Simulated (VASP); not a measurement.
Input:

```
FePt
1.0
    2.72794     0.00000     0.00000
    0.00000     2.72794     0.00000
    0.00000     0.00000     3.75704
Fe Pt
1 1
Direct
  0.00000   0.00000   0.00000
  0.50000   0.50000   0.50000
```
Starting moments (μB, in the order of the record's atoms Fe Pt): 2.9 0.3.

Level of theory: PBE GGA, VASP's PBE PAW potentials (set 64) (plane waves; VASP). Numerical set-up: 400 eV cut-off, Gaussian smearing of 0.050 eV, potentials Fe Pt.

Unless said otherwise, spin-orbit coupling is left out, though it shifts the bands of the heavy elements here.

### Question
Estimate the cell moment, band gap (along the path) with the smallest direct gap where there is one.

### Answer

```json
{
 "band gap (along the path)": "none (metal, semimetal or under 0.01 eV)",
 "cell_moment": "3.27 μB"
}
```

Total energies compare only between runs with the same potentials, cut-off and functional.

The compound is FePt in the L1_0 structure. It was relaxed first.
